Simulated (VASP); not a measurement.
Runs of VASP 6.6.1 on Ir. The structure is cubic, space group Fm-3m (No. 225). Conventional cell: a = 3.854 Å, b = 3.854 Å, c = 3.854 Å, α = 90.00°, β = 90.00°, γ = 90.00°. Ir (site symmetry m-3m) has 12 Ir at 2.73 Å as nearest neighbours. 

| task | level | potentials or basis | cell | k mesh | cutoff (eV) | mesh quality | gap on the mesh (eV) | pressure (GPa) | relaxed volume (Å³/atom) |
| --- | --- | --- | --- | --- | --- | --- | --- | --- | --- |
| relaxation of cell and atoms | LDA | VASP PAW LDA potentials, release 64 (Ir) | relaxed | 18 × 18 × 18 | 600 | not flagged | none | 0.0 | (b) |
| single point | PBEsol | VASP PAW PBE potentials, release 64 (Ir) | as given | 18 × 18 × 18 | 520 | not flagged | none | -6.0 | - |
| relaxation of cell and atoms | PBEsol | VASP PAW PBE potentials, release 64 (Ir) | relaxed | 18 × 18 × 18 | 600 | not flagged | none | 0.0 | 14.09 |
| relaxation of cell and atoms | PBEsol | VASP PAW PBE potentials, release 64 (Ir) | relaxed | 18 × 18 × 18 | 300 | not flagged | none | 0.0 | 14.06 |
| relaxation of cell and atoms | PBE+D3(BJ) | VASP PAW PBE potentials, release 64 (Ir) | relaxed | 18 × 18 × 18 | 600 | not flagged | none | 0.0 | (a) |
| relaxation of cell and atoms | RPBE | VASP PAW PBE potentials, release 64 (Ir) | relaxed | 18 × 18 × 18 | 600 | not flagged | none | 0.0 | 14.69 |
| relaxation of cell and atoms | PBEsol | VASP PAW PBE potentials, release 64 (Ir) | relaxed | 18 × 18 × 18 | 480 | not flagged | none | 0.0 | (c) |
| relaxation of cell and atoms | PBEsol | VASP PAW PBE potentials, release 64 (Ir) | relaxed | 6 × 6 × 6 | 600 | coarse | none | 0.0 | 14.12 |

Alike in all rows: no spin polarisation; smearing gaussian 0.1 eV.

Estimate the missing entries.

(a) 14.19; (b) 13.93; (c) 14.08.

Caveats: some runs use coarse meshes; the PAW data sets were made with another functional, which shifts forces and pressure a little (some runs); pairwise dispersion overbinds metals, which lowers pressure and volume (some runs).

A k mesh can miss the band edges, and the runs leave out spin-orbit coupling on Ir.

A gap of «none» marks a metal or a gap under the smearing width.
